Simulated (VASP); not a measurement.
Set up this calculation in VASP 6.6.1, as the native input.

* Task: band structure
* Functional: LDA
* Potentials or basis: VASP PAW LDA potentials, release 64 (Ta_pv, Tl_d)
* Cutoff: 520 eV
* k mesh: 5 × 5 × 5
* Occupations: fermi-dirac, width 0.05 eV
* Spin: no spin polarisation
* Further INCAR settings: ALGO = Normal; EDIFF = 1e-07; NBANDS = 19

The structure of TaTl lies in POSCAR:

```
TaTl
1.0
    3.6221205400      0.0000000000      0.0000000000
    0.0000000000      3.6221205400      0.0000000000
    0.0000000000      0.0000000000      3.6221205400
Ta Tl
1 1
Direct
    0.0000000000      0.0000000000      0.0000000000
    0.5000000000      0.5000000000      0.5000000000
```

The cell was built by a generator and needn't be a form met in nature.

The input as run:

INCAR

```
SYSTEM = TaTl
  ALGO = Normal
  EDIFF = 1E-7
  ENCUT = 520
  ISIF = 2
  ISMEAR = -1
  LASPH = .True.
  LCHARG = .False.
  LMAXMIX = 4
  LREAL = .False.
  LWAVE = .False.
  NBANDS = 19
  NELM = 80
  PREC = Accurate
  SIGMA = 0.05
```

KPOINTS

```
k-points
0
Gamma
  5 5 5
  0 0 0
```

KPOINTS_OPT

```
path GXMGRX,MR
20
line-mode
reciprocal
 0.0000000000  0.0000000000  0.0000000000  G
 0.0000000000  0.5000000000  0.0000000000  X

 0.0000000000  0.5000000000  0.0000000000  X
 0.5000000000  0.5000000000  0.0000000000  M

 0.5000000000  0.5000000000  0.0000000000  M
 0.0000000000  0.0000000000  0.0000000000  G

 0.0000000000  0.0000000000  0.0000000000  G
 0.5000000000  0.5000000000  0.5000000000  R

 0.5000000000  0.5000000000  0.5000000000  R
 0.0000000000  0.5000000000  0.0000000000  X

 0.5000000000  0.5000000000  0.0000000000  M
 0.5000000000  0.5000000000  0.5000000000  R
```

Potentials or basis: VASP PAW LDA potentials, release 64 (Ta_pv, Tl_d).

Run with:

```bash
$ cat potpaw_LDA.64/Ta_pv/POTCAR potpaw_LDA.64/Tl_d/POTCAR > POTCAR
$ mpirun -np 1 vasp_std > vasp.out
```

Results of the run:

```
Pressure                : -19.7 GPa
Band gap along the path : none (metal or under the smearing width)
```

Caveat: spin-orbit coupling is left out, which moves the levels of the heavy elements.

It took 25 s on 1 thread of Intel(R) Xeon(R) 6975P-C (Granite Rapids) (shared host), peak memory 0.15 GiB.
